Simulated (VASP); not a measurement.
Input:

```xyz
2
Lattice="3.3928 0.0000 0.0000 0.0000 3.3928 0.0000 0.0000 0.0000 3.3928" Properties=species:S:1:pos:R:3 pbc="T T T"
In     0.0000     0.0000     0.0000
P      1.6964     1.6964     1.6964
```

Computed with PBEsol GGA, VASP's PBE PAW potentials (set 64) (plane waves; VASP 6.6.1). Run with 400 eV cut-off, Gaussian smearing of 0.050 eV, potentials In_d P.

Unless said otherwise, spin-orbit coupling is left out, though it shifts the bands of the heavy elements here.

**Question.** Predict the band gap (along the path) with the smallest direct gap where there is one.

**Answer.** 
The band gap (along the path) comes out as none (metal, semimetal or under 0.01 eV).

The absolute energy has meaning only against runs of the same code, potentials and settings.

The structure was generated: InP was put into the CsCl type type (Pm-3m), which need not be its known phase. It was relaxed first, which changed the volume by +15 %. VASP warned that the highest band is occupied, so more bands are needed.
